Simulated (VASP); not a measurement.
OSZICAR of a VASP run on GaSb (space group F-43m):

File OSZICAR:
```
       N       E                     dE             d eps       ncg     rms          rms(c)
DAV:   1     0.618712136712E+02    0.61871E+02   -0.69356E+03   762   0.129E+03
DAV:   2    -0.406493914015E+01   -0.65936E+02   -0.64209E+02   834   0.249E+02
DAV:   3    -0.817514583893E+01   -0.41102E+01   -0.40975E+01   944   0.612E+01
DAV:   4    -0.823797521918E+01   -0.62829E-01   -0.62814E-01   881   0.826E+00
DAV:   5    -0.823969896581E+01   -0.17237E-02   -0.17237E-02  1005   0.113E+00    0.331E+00
DAV:   6    -0.815961157005E+01    0.80087E-01   -0.96728E-02  1015   0.603E+00    0.198E+00
DAV:   7    -0.812997311664E+01    0.29638E-01   -0.57886E-02   884   0.237E+00    0.368E-01
DAV:   8    -0.813006400922E+01   -0.90893E-04   -0.53929E-03   961   0.108E+00    0.111E-01
DAV:   9    -0.813033379753E+01   -0.26979E-03   -0.50875E-04   850   0.189E-01    0.417E-02
DAV:  10    -0.813032391032E+01    0.98872E-05   -0.19531E-05   924   0.385E-02    0.115E-02
DAV:  11    -0.813033416398E+01   -0.10254E-04   -0.13799E-05   829   0.289E-02    0.383E-03
DAV:  12    -0.813033433477E+01   -0.17079E-06   -0.37756E-07   602   0.572E-03
   1 F= -.81303343E+01 E0= -.81302567E+01  d E =-.155282E-03
```

Problem. Which electronic solver shows in the log?

Solution. It is blocked Davidson (ALGO = Normal, or the opening steps of other solvers). The INCAR had ALGO = Normal.

Problem. Can the final energy be trusted as converged?

Solution. The run converged. It stopped with EDIFF = 1E-6, NELM = 100 (PBEsol GGA, plane waves, VASP's PBE PAW potentials (set 64)).

The structure is a typed GaSb crystal (F-43m). The cell was not relaxed at this level, and its volume differs by -5.9 % from the start's.
